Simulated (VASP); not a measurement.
# SbPd: accuracy against cost in the precision settings and SCF threshold

Aim: find what the precision settings and SCF threshold change for SbPd, and what they cost. The atoms are off their equilibrium sites, so that forces can be compared too. The series runs use PBEsol. The precision settings tried: PREC = Low; PREC = Medium; PREC = Normal; PREC = Single; PREC = Accurate; LREAL = Auto; ADDGRID = .TRUE.; LASPH = .FALSE.. The SCF threshold tried: EDIFF = 0.01; EDIFF = 0.001; EDIFF = 1E-04; EDIFF = 1E-05; EDIFF = 1E-06; EDIFF = 1E-08. The atoms of the start are displaced at random from the sites of a P6_3/mmc cell.

Main program and level: VASP 6.6.1; PBEsol; plane waves and PAW (Sb, Pd).

## 1. The structure

Symmetry: P1, No. 1, triclinic system. The conventional cell has a = 4.075 Å, b = 4.075 Å, c = 5.591 Å, α = 90.00°, β = 90.00°, γ = 120.00°. Nearest to Sb lie 6 Pd at 2.71 to 2.76 Å. Nearest to Sb lie 6 Pd at 2.68 to 2.78 Å. Nearest to Pd lie 6 Sb at 2.72 to 2.78 Å and 2 Pd at 2.79 to 2.80 Å. Nearest to Pd lie 6 Sb at 2.68 to 2.76 Å and 2 Pd at 2.79 to 2.80 Å. Farther neighbours are not listed.

Coordinates:

```cif
data_structure
_symmetry_space_group_name_H-M 'P1'
_symmetry_Int_Tables_number 1
_cell_length_a 4.0753
_cell_length_b 4.0753
_cell_length_c 5.5910
_cell_angle_alpha 90.000
_cell_angle_beta 90.000
_cell_angle_gamma 120.000
_cell_volume 80.42
loop_
_atom_site_label
_atom_site_type_symbol
_atom_site_symmetry_multiplicity
_atom_site_Wyckoff_symbol
_atom_site_fract_x
_atom_site_fract_y
_atom_site_fract_z
_atom_site_occupancy
Sb1 Sb 1 a 0.66744 0.32759 0.25564 1
Sb2 Sb 1 a 0.33455 0.65988 0.74512 1
Pd1 Pd 1 a 0.00732 0.99872 0.00444 1
Pd2 Pd 1 a 0.99917 0.00284 0.50574 1
```

## 2. Precision settings: PREC = Low

PREC sets the FFT grids, and LREAL, ADDGRID and LASPH trade speed for accuracy. PBEsol restores the gradient expansion of exchange and is tuned for the cells of solids.

File INCAR:

```
SYSTEM = SbPd
PREC = Low
ENCUT = 400
EDIFF = 1E-06
NELM = 100
ISMEAR = -1
SIGMA = 0.05
LREAL = .FALSE.
ALGO = Normal
GGA = PS
NBANDS = 21
LASPH = .TRUE.
LORBIT = 11
LWAVE = .FALSE.
LCHARG = .FALSE.
KPAR = 4
ISIF = 2
```

File POSCAR:

```
SbPd
1.0
    4.0753000000      0.0000000000      0.0000000000
   -2.0376500000      3.5293133280      0.0000000000
    0.0000000000      0.0000000000      5.5910000000
Sb Pd
2 2
Direct
    0.3275850000      0.6601490000      0.2556400000
    0.6598750000      0.3253280000      0.7451210000
   -0.0012790000     -0.0086000000      0.0044430000
    0.0028390000      0.0036720000      0.5057430000
```

File KPOINTS:

```
Automatic mesh
0
Gamma
8 8 5
0 0 0
```

Potentials, in the order of the species: Sb and Pd (PBE family, release 64).

Command:

```
$ mpirun -np 4 vasp_std
```

The log of the run:

```text
[banner, memory and clock lines left out]
running    4 mpi-ranks, on    1 nodes
 distrk:  each k-point on    1 cores,    4 groups
 distr:  one band on    1 cores,    1 groups

 POSCAR found type information on POSCAR SbPd
 POSCAR found :  2 types and       4 ions
|                                                                             |
|               ----> ADVICE to this user running VASP <----                  |
|                                                                             |
|     You enforced a specific xc type in the INCAR file but a different       |
|     [... a line on the potential file left out ...]
|     I HOPE YOU KNOW WHAT YOU ARE DOING!                                     |
|                                                                             |

 LDA part: xc-table for (Slater+PW92), standard interpolation
 POSCAR, INCAR and KPOINTS ok, starting setup
 FFT: planning ... GRIDC
 FFT: planning ... GRID_SOFT
 FFT: planning ... GRID
 WAVECAR not read
 entering main loop
       N       E                     dE             d eps       ncg     rms          rms(c)
DAV:   1     0.141287520346E+03    0.14129E+03   -0.10743E+04  6860   0.100E+03
DAV:   2    -0.177583191397E+02   -0.15905E+03   -0.15068E+03  7733   0.230E+02
DAV:   3    -0.232875398781E+02   -0.55292E+01   -0.54257E+01  7881   0.463E+01
DAV:   4    -0.233552297761E+02   -0.67690E-01   -0.67606E-01  7642   0.549E+00
DAV:   5    -0.233566406426E+02   -0.14109E-02   -0.14108E-02  8093   0.837E-01    0.104E+01
DAV:   6    -0.230218934463E+02    0.33475E+00   -0.17603E+00  7289   0.124E+01    0.503E+00
DAV:   7    -0.229171634528E+02    0.10473E+00   -0.35495E-01  7044   0.607E+00    0.326E+00
DAV:   8    -0.228827667873E+02    0.34397E-01   -0.11230E-01  7724   0.275E+00    0.298E-01
DAV:   9    -0.228818874093E+02    0.87938E-03   -0.36054E-03  7549   0.587E-01    0.221E-01
DAV:  10    -0.228817173744E+02    0.17003E-03   -0.72732E-04  7834   0.346E-01    0.138E-01
DAV:  11    -0.228815995007E+02    0.11787E-03   -0.52796E-04  7224   0.232E-01    0.165E-02
DAV:  12    -0.228816002382E+02   -0.73755E-06   -0.29927E-05  7939   0.422E-02    0.143E-02
DAV:  13    -0.228816006626E+02   -0.42437E-06   -0.14289E-06  4890   0.110E-02
   1 F= -.22881601E+02 E0= -.22871412E+02  d E =-.203772E-01
```

The job ended after 15 s (4 MPI ranks of Intel Xeon Platinum 8488C (Sapphire Rapids), shared host; peak memory 0.96 GiB; 58 s of CPU time).

The logs omit lines about the potential files and the build; timing stands in the text.

Parts of OUTCAR (step 2):

```text
ion  position               nearest neighbor table
   1  0.328  0.660  0.256-   4 2.71   3 2.72   4 2.74   3 2.75   3 2.75   4 2.76   2 3.61   2 3.61
                             2 3.61   2 3.70   2 3.70   2 3.70
   2  0.660  0.325  0.745-   4 2.68   4 2.70   4 2.74   3 2.75   3 2.76   3 2.78   1 3.61   1 3.61
                             1 3.61   1 3.70   1 3.70   1 3.70
   3  0.999  0.991  0.004-   1 2.72   1 2.75   2 2.75   1 2.75   2 2.76   2 2.78   4 2.79   4 2.80

  LATTYP: Found a hexagonal cell.
 ALAT       =     4.0753000000
 C/A-ratio  =     1.3719235394

 Subroutine GETGRP returns: Found  1 space group operations
 (whereof  1 operations were pure point group operations)

The static configuration has the point symmetry C_1 .

 Found    162 irreducible k-points:

   k-points           NKPTS =    162   k-points in BZ     NKDIM =    162   number of bands    NBANDS=     21

   dimension x,y,z NGX =    20 NGY =   20 NGZ =   28
   dimension x,y,z NGXF=    20 NGYF=   20 NGZF=   28

   ENCUT  =  400.0 eV  29.40 Ry    5.42 a.u.   6.65  6.65  9.12*2*pi/ulx,y,z

   NELECT =      30.0000    total number of electrons

 k-points in reciprocal lattice and weights: Automatic mesh
   0.00000000  0.00000000  0.00000000       0.003
   0.12500000 -0.00000000  0.00000000       0.006
   0.00000000  0.12500000  0.00000000       0.006
  -0.12500000  0.12500000  0.00000000       0.006
   0.25000000 -0.00000000  0.00000000       0.006
   0.00000000  0.25000000  0.00000000       0.006
  -0.25000000  0.25000000  0.00000000       0.006
   0.37500000 -0.00000000  0.00000000       0.006
   0.00000000  0.37500000  0.00000000       0.006
[...]
0.25000000  0.37500000  0.40000000       0.006
  -0.37500000 -0.37500000  0.40000000       0.006

 average (electrostatic) potential at core
       1 -83.3146       2 -83.3161       3 -71.3613       4 -71.4982

 E-fermi :   9.4966

 k-point     1 :       0.0000    0.0000    0.0000
  band No.  band energies     occupation
    ...
      9       6.0871      2.00000
     10       6.0895      2.00000
     11       7.1214      2.00000
     12       7.1253      2.00000
     13       9.3805      1.82131
     14      10.0626      0.00002
     15      10.0872      0.00001
     16      12.0862      0.00000
     17      12.5655      0.00000
     18      12.6777      0.00000
    ...

 k-point     2 :       0.1250   -0.0000    0.0000
  band No.  band energies     occupation
    ...
     10       6.1442      2.00000
     11       7.0972      2.00000
     12       7.1253      2.00000
     13       8.9929      1.99992
     14       9.2922      1.96702
     15       9.6752      0.05465
     16      11.4505      0.00000
     17      12.2276      0.00000
     18      12.7257      0.00000
     19      13.8011      0.00000
    ...

 k-point     3 :       0.0000    0.1250    0.0000
  band No.  band energies     occupation
    ...
     10       6.1435      2.00000
     11       7.0994      2.00000
     12       7.1232      2.00000
     13       8.9976      1.99991
     14       9.3107      1.95258
     15       9.6551      0.08065
     16      11.4363      0.00000
     17      12.2314      0.00000
     18      12.7296      0.00000
     19      13.8128      0.00000
    ...

  Total        0.3925574      0.2711814     -0.1337544      0.0057762      0.0047502      0.0372509
  in kB        7.8212195      5.4029523     -2.6648910      0.1150832      0.0946426      0.7421786
  external PRESSURE =       3.5197603 kB  Pullay stress =       0.0000000 kB

  energy-cutoff  :      400.00
  volume of cell :       80.42
      direct lattice vectors                 reciprocal lattice vectors
     4.075300000  0.000000000  0.000000000     0.245380708  0.141670618  0.000000000
    -2.037650000  3.529313328  0.000000000     0.000000000  0.283341236  0.000000000
     0.000000000  0.000000000  5.591000000     0.000000000  0.000000000  0.178858880

 POSITION                                       TOTAL-FORCE (eV/Angst)
 -----------------------------------------------------------------------------------
     -0.01015      2.32987      1.42928         0.104189      0.084252     -0.127164
      2.02628      1.14818      4.16597         0.119780      0.136975      0.326670
      2.04996      3.49896      0.02484        -0.113491     -0.029859     -0.034725
      0.00409      0.01296      2.82761        -0.110477     -0.191368     -0.164781
 -----------------------------------------------------------------------------------
    total drift:                               -0.004387      0.004222     -0.026694

  FREE ENERGIE OF THE ION-ELECTRON SYSTEM (eV)
  ---------------------------------------------------
  free  energy   TOTEN  =       -22.8816006626 eV

  energy  without entropy=      -22.8612234880  energy(sigma->0) =      -22.87141208

 total charge
# of ion       s       p       d       tot
------------------------------------------
    1        1.156   1.165   0.062   2.384
    2        1.156   1.167   0.063   2.386
    3        0.469   0.510   8.612   9.591
    4        0.486   0.549   8.616   9.650
--------------------------------------------------
tot          3.267   3.390  17.353  24.011

[... 3 further parts left out ...]
```

The k-mesh is coarse for a metal. The PAW data sets were made with PBE, which is usual practice but a small mismatch for other functionals.

This step gave:

```yaml
scf_cycles: 13
electrons: 30
bands: 21
irreducible_k_points: 162
symmetry_operations: 1
free_energy_toten: -22.88 eV
energy_at_zero_smearing: -22.87 eV
fermi_energy: 9.497 eV
pressure: 0.3520 GPa
metallic: yes
```

The series starts at -5.7179 eV an atom and 0.35 GPa, after 13 cycles in 15 s.

## 3. Precision settings: PREC = Medium

INCAR, as its differences from that of step 2:

```diff
@@ -1,3 +1,3 @@
 SYSTEM = SbPd
-PREC = Low
+PREC = Medium
 ENCUT = 400
```

POSCAR is that of step 2.

KPOINTS is that of step 2.

Command:

```
$ mpirun -np 4 vasp_std
```

The log of the run:

```text
[banner, memory and clock lines left out]
running    4 mpi-ranks, on    1 nodes
[...]
[... a notice as in an earlier step ...]

 LDA part: xc-table for (Slater+PW92), standard interpolation
 POSCAR, INCAR and KPOINTS ok, starting setup
[...]
entering main loop
       N       E                     dE             d eps       ncg     rms          rms(c)
DAV:   1     0.141292660424E+03    0.14129E+03   -0.10743E+04  6860   0.100E+03
DAV:   2    -0.177533720893E+02   -0.15905E+03   -0.15068E+03  7733   0.230E+02
DAV:   3    -0.232826846461E+02   -0.55293E+01   -0.54257E+01  7881   0.463E+01
DAV:   4    -0.233503777294E+02   -0.67693E-01   -0.67610E-01  7642   0.549E+00
[...]
DAV:  11    -0.228763803166E+02    0.11797E-03   -0.52795E-04  7224   0.232E-01    0.165E-02
DAV:  12    -0.228763810520E+02   -0.73536E-06   -0.29948E-05  7939   0.423E-02    0.143E-02
DAV:  13    -0.228763814736E+02   -0.42161E-06   -0.14289E-06  4885   0.110E-02
   1 F= -.22876381E+02 E0= -.22866191E+02  d E =-.203816E-01
```

Run time: 16 s. Hardware: 4 MPI ranks; peak memory 0.98 GiB.

OUTCAR, selected parts (step 3):

```text
  Total        0.3876021      0.2695405     -0.1713775      0.0109840      0.0044947      0.0379735
  in kB        7.7224919      5.3702602     -3.4144842      0.2188435      0.0895517      0.7565755
  external PRESSURE =       3.2260893 kB  Pullay stress =       0.0000000 kB

 POSITION                                       TOTAL-FORCE (eV/Angst)
 -----------------------------------------------------------------------------------
     -0.01015      2.32987      1.42928         0.102702      0.086004     -0.134272
      2.02628      1.14818      4.16597         0.118452      0.138826      0.318078
      2.04996      3.49896      0.02484        -0.110599     -0.039362     -0.029207
      0.00409      0.01296      2.82761        -0.110555     -0.185468     -0.154600
 -----------------------------------------------------------------------------------
    total drift:                                0.001808     -0.000670      0.004131

  FREE ENERGIE OF THE ION-ELECTRON SYSTEM (eV)
  ---------------------------------------------------
  free  energy   TOTEN  =       -22.8763814736 eV

  energy  without entropy=      -22.8559998677  energy(sigma->0) =      -22.86619067

[... 2 parts as in an earlier step ...]

[... 1 further part left out ...]
[key lines of the parts left out:]
E-fermi :   9.4966
```

Against the first of the series the energy moves by +1.31 meV an atom and the pressure by -0.03 GPa, after 13 cycles in 16 s.

## 4. Precision settings: PREC = Normal

INCAR, as its differences from that of step 3:

```diff
@@ -1,3 +1,3 @@
 SYSTEM = SbPd
-PREC = Medium
+PREC = Normal
 ENCUT = 400
```

POSCAR is that of step 3.

KPOINTS is that of step 3.

Command:

```
$ mpirun -np 4 vasp_std
```

The log of the run:

```text
[... set-up lines as in an earlier step ...]
 entering main loop
       N       E                     dE             d eps       ncg     rms          rms(c)
DAV:   1     0.141292575995E+03    0.14129E+03   -0.10743E+04  6860   0.100E+03
DAV:   2    -0.177533978117E+02   -0.15905E+03   -0.15068E+03  7733   0.230E+02
DAV:   3    -0.232827074485E+02   -0.55293E+01   -0.54257E+01  7881   0.463E+01
DAV:   4    -0.233504005308E+02   -0.67693E-01   -0.67610E-01  7642   0.549E+00
[...]
DAV:  11    -0.228763969696E+02    0.11797E-03   -0.52794E-04  7224   0.232E-01    0.165E-02
DAV:  12    -0.228763977057E+02   -0.73603E-06   -0.29948E-05  7939   0.423E-02    0.143E-02
DAV:  13    -0.228763981267E+02   -0.42103E-06   -0.14288E-06  4885   0.110E-02
   1 F= -.22876398E+02 E0= -.22866207E+02  d E =-.203817E-01
```

Elapsed: 16 s, on 4 MPI ranks; peak memory 1.1 GiB.

From OUTCAR (step 4):

```text
  Total        0.3869077      0.2693865     -0.1702605      0.0114170      0.0045592      0.0378255
  in kB        7.7086562      5.3671917     -3.3922300      0.2274705      0.0908358      0.7536258
  external PRESSURE =       3.2278726 kB  Pullay stress =       0.0000000 kB

 POSITION                                       TOTAL-FORCE (eV/Angst)
 -----------------------------------------------------------------------------------
     -0.01015      2.32987      1.42928         0.103058      0.085679     -0.133440
      2.02628      1.14818      4.16597         0.118745      0.138537      0.319547
      2.04996      3.49896      0.02484        -0.111148     -0.037141     -0.030274
      0.00409      0.01296      2.82761        -0.110656     -0.187075     -0.155833
 -----------------------------------------------------------------------------------
    total drift:                                0.000285      0.000056     -0.000459

  FREE ENERGIE OF THE ION-ELECTRON SYSTEM (eV)
  ---------------------------------------------------
  free  energy   TOTEN  =       -22.8763981267 eV

  energy  without entropy=      -22.8560164534  energy(sigma->0) =      -22.86620729

[... 2 parts as in an earlier step ...]

[... 1 further part left out ...]
[key lines of the parts left out:]
E-fermi :   9.4966
```

Against the first of the series the energy moves by +1.30 meV an atom and the pressure by -0.03 GPa, after 13 cycles in 16 s.

## 5. Precision settings: PREC = Single

INCAR, as its differences from that of step 4:

```diff
@@ -1,3 +1,3 @@
 SYSTEM = SbPd
-PREC = Normal
+PREC = Single
 ENCUT = 400
```

POSCAR is that of step 4.

KPOINTS is that of step 4.

Command:

```
$ mpirun -np 4 vasp_std
```

The log of the run:

```text
[... set-up lines as in an earlier step ...]
 entering main loop
       N       E                     dE             d eps       ncg     rms          rms(c)
DAV:   1     0.141292493496E+03    0.14129E+03   -0.10743E+04  6860   0.100E+03
DAV:   2    -0.177534645689E+02   -0.15905E+03   -0.15068E+03  7733   0.230E+02
DAV:   3    -0.232827857768E+02   -0.55293E+01   -0.54257E+01  7881   0.463E+01
DAV:   4    -0.233504805756E+02   -0.67695E-01   -0.67611E-01  7642   0.549E+00
[...]
DAV:  11    -0.228764919639E+02    0.11798E-03   -0.52798E-04  7224   0.232E-01    0.165E-02
DAV:  12    -0.228764926976E+02   -0.73367E-06   -0.29946E-05  7939   0.423E-02    0.143E-02
DAV:  13    -0.228764931202E+02   -0.42262E-06   -0.14288E-06  4885   0.110E-02
   1 F= -.22876493E+02 E0= -.22866302E+02  d E =-.203816E-01
```

The job ended after 28 s (4 MPI ranks; peak memory 1 GiB).

Parts of OUTCAR (step 5):

```text
  Total        0.3873062      0.2698295     -0.1738521      0.0112847      0.0045414      0.0377218
  in kB        7.7165946      5.3760183     -3.4637879      0.2248337      0.0904823      0.7515602
  external PRESSURE =       3.2096083 kB  Pullay stress =       0.0000000 kB

 POSITION                                       TOTAL-FORCE (eV/Angst)
 -----------------------------------------------------------------------------------
     -0.01015      2.32987      1.42928         0.102863      0.085851     -0.131985
      2.02628      1.14818      4.16597         0.118593      0.138659      0.320511
      2.04996      3.49896      0.02484        -0.110924     -0.038531     -0.030851
      0.00409      0.01296      2.82761        -0.110532     -0.185978     -0.157675
 -----------------------------------------------------------------------------------
    total drift:                                0.001198     -0.000054     -0.005271

  FREE ENERGIE OF THE ION-ELECTRON SYSTEM (eV)
  ---------------------------------------------------
  free  energy   TOTEN  =       -22.8764931202 eV

  energy  without entropy=      -22.8561115314  energy(sigma->0) =      -22.86630233

[... 2 parts as in an earlier step ...]

[... 1 further part left out ...]
[key lines of the parts left out:]
E-fermi :   9.4966
```

Against the first of the series the energy moves by +1.28 meV an atom and the pressure by -0.03 GPa, after 13 cycles in 28 s.

## 6. Precision settings: PREC = Accurate

INCAR, as its differences from that of step 5:

```diff
@@ -1,3 +1,3 @@
 SYSTEM = SbPd
-PREC = Single
+PREC = Accurate
 ENCUT = 400
```

POSCAR is that of step 5.

KPOINTS is that of step 5.

Command:

```
$ mpirun -np 4 vasp_std
```

The log of the run:

```text
[... set-up lines as in an earlier step ...]
 entering main loop
       N       E                     dE             d eps       ncg     rms          rms(c)
DAV:   1     0.141292587591E+03    0.14129E+03   -0.10743E+04  6860   0.100E+03
DAV:   2    -0.177533280484E+02   -0.15905E+03   -0.15068E+03  7733   0.230E+02
DAV:   3    -0.232826466468E+02   -0.55293E+01   -0.54257E+01  7881   0.463E+01
DAV:   4    -0.233503414451E+02   -0.67695E-01   -0.67611E-01  7642   0.549E+00
[...]
DAV:  11    -0.228763424493E+02    0.11798E-03   -0.52793E-04  7224   0.232E-01    0.165E-02
DAV:  12    -0.228763431858E+02   -0.73651E-06   -0.29948E-05  7939   0.423E-02    0.143E-02
DAV:  13    -0.228763436077E+02   -0.42183E-06   -0.14288E-06  4885   0.110E-02
   1 F= -.22876344E+02 E0= -.22866153E+02  d E =-.203817E-01
```

Run time: 26 s. Hardware: 4 MPI ranks; peak memory 1.2 GiB.

From OUTCAR (step 6):

```text
  Total        0.3857224      0.2687324     -0.1716169      0.0114542      0.0046250      0.0377635
  in kB        7.6850398      5.3541607     -3.4192533      0.2282103      0.0921471      0.7523903
  external PRESSURE =       3.2066490 kB  Pullay stress =       0.0000000 kB

 POSITION                                       TOTAL-FORCE (eV/Angst)
 -----------------------------------------------------------------------------------
     -0.01015      2.32987      1.42928         0.103121      0.085546     -0.133398
      2.02628      1.14818      4.16597         0.118707      0.138501      0.319432
      2.04996      3.49896      0.02484        -0.111227     -0.036943     -0.030179
      0.00409      0.01296      2.82761        -0.110601     -0.187105     -0.155855
 -----------------------------------------------------------------------------------
    total drift:                                0.000116      0.000138     -0.000307

  FREE ENERGIE OF THE ION-ELECTRON SYSTEM (eV)
  ---------------------------------------------------
  free  energy   TOTEN  =       -22.8763436077 eV

  energy  without entropy=      -22.8559618618  energy(sigma->0) =      -22.86615273

[... 2 parts as in an earlier step ...]

[... 1 further part left out ...]
[key lines of the parts left out:]
E-fermi :   9.4966
```

Against the first of the series the energy moves by +1.31 meV an atom and the pressure by -0.03 GPa, after 13 cycles in 26 s.

(Continued in part 2 of 3.)

[Lines on the potential files, build, host, timing and source positions are cut from VASP's logs without a mark.]

[Logs are printed without paths, hosts, clocks, repeated set-up lines and the standing remarks that a program may print on its own settings, such as how far it seeks lower states.]

[Hosts, paths, dates, database ids (printed as entryN), source tags and the programs' standing remarks are cut or masked in the printed files.]

[A measured line is paired with the nearest computed mode of its activity, which favours agreement.]
